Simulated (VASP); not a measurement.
```
Rb
1.0
   -2.83619     2.83619     2.83619
    2.83619    -2.83619     2.83619
    2.83619     2.83619    -2.83619
Rb
1
Direct
  0.00000   0.00000   0.00000
```

Calculation: PBE GGA, VASP's PBE PAW potentials (set 64) (plane waves; VASP). Numerical set-up: PREC = Normal, EDIFF = 1E-5, 400 eV cut-off, 10×10×10 Γ-centred mesh, first-order Methfessel-Paxton smearing of 0.10 eV, potentials Rb_sv.

Question: What does the run give for the energy per atom (σ→0), band gap (on the k-mesh) with the smallest direct gap where there is one?

Answer: 
```json
{
 "band gap (on the k-mesh)": "none (metal, semimetal or under 0.01 eV)",
 "energy per atom (σ→0)": "-0.933 eV/atom"
}
```

Total energies compare only between runs with the same potentials, cut-off and functional.

The compound is Rb in the bcc structure. It was relaxed first.
